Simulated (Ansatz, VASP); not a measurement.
**HfMg6Mn: VASP beside Ansatz**

The input INCAR:

```
  PREC = Accurate
  ENCUT = 520
  EDIFF = 1E-7
  ISMEAR = -1
  SIGMA = 0.05
  LREAL = False
  LASPH = True
  NELM = 100
  ALGO = Normal
  ISIF = 2
  LWAVE = False
  LCHARG = False
  ISPIN = 2
  MAGMOM = 0 4 0 0 0 0 0 0
  LORBIT = 11
  LMAXMIX = 4
  GGA = PE
  NBANDS = 32
```

KPOINTS

```
regular mesh
0
Gamma
  6 5 5
```

Contents of POSCAR:

```
HfMg6Mn
1.0
    4.8418786521      0.0000000000      0.0000000000
    0.0000000000      3.0438660231      5.4842114787
    0.0000000000     -3.0438660231      5.4842114787
Hf Mn Mg
1 1 6
Direct
    0.5000000000      0.6872160000      0.6872160000
    0.0000000000      0.8109820000      0.8109820000
    0.5000000000      0.1665020000      0.1665020000
    0.5000000000      0.1656770000      0.6804830000
    0.5000000000      0.6804830000      0.1656770000
    0.0000000000      0.3288610000      0.3288610000
    0.0000000000      0.3365040000      0.8237760000
    0.0000000000      0.8237760000      0.3365040000
```

File input.yaml:

```yaml
crystal:
  lattice:
    - [4.8418786521, 0.0, 0.0]
    - [0.0, 3.0438660231, 5.4842114787]
    - [0.0, -3.0438660231, 5.4842114787]
  atoms:
    - { symbol: Hf, position: [0.5, 0.687216, 0.687216] }
    - { symbol: Mn, position: [0.0, 0.810982, 0.810982], spin: 4.0 }
    - { symbol: Mg, position: [0.5, 0.166502, 0.166502] }
    - { symbol: Mg, position: [0.5, 0.165677, 0.680483] }
    - { symbol: Mg, position: [0.5, 0.680483, 0.165677] }
    - { symbol: Mg, position: [0.0, 0.328861, 0.328861] }
    - { symbol: Mg, position: [0.0, 0.336504, 0.823776] }
    - { symbol: Mg, position: [0.0, 0.823776, 0.336504] }
hamiltonian:
  xc: pbe
  pseudopotentials: { kind: paw }
magnetization:
  spin_polarized: true
kpoints:
  mp_grid: { grid: [6, 5, 5] }
scf:
  occupations: { method: fermi_dirac, width: 0.05 }
output:
  forces: true
  stress: true
  eigenvalues: true
```

Change from the starting cell: volume scaled by 0.96.

Alike in both runs: task single point; functional PBE; k mesh 6 × 5 × 5; occupations fermi-dirac, width 0.05 eV; collinear spin, ferromagnetic start.

|  | VASP | Ansatz |
| --- | --- | --- |
| version | VASP 6.6.1 | Ansatz 0.2.0 |
| potentials or method | VASP PAW PBE potentials, release 64 (Hf_pv, Mn_pv, Mg) | Ansatz PAW |
| plane-wave cutoff (eV) | 520 | 420 |
| valence electrons in the cell | 35 | 101 |

VASP gave:

| Item | Value |
| --- | --- |
| gap on the k mesh at the Fermi level (eV) | none |
| pressure (GPa) | 2.3 |
| largest component of the traceless stress (GPa) | 0.20 |
| rms of the force components (eV/Å) | 0.043 |
| net moment per atom (μB) | 0.34 |
| size of the moment on the site where the two differ most (μB) | 0.34 |

Task: What did Ansatz give for the same quantities?

Result: gap on the k mesh at the Fermi level (eV): none; pressure (GPa): 2.4; largest component of the traceless stress (GPa): 0.18; rms of the force components (eV/Å): 0.042; net moment per atom (μB): 0.34; size of the moment on the site where the two differ most (μB): 0.27.

Site moments also hang on the region over which each program counts them. Atom by atom the forces differ by 0.002 eV/Å (rms over components). A gap of «none» marks a metal or a gap that the smearing closes. The two sets of potentials don't hold the same shells in valence.

The runs have no spin-orbit coupling, so splittings on Hf are missing.
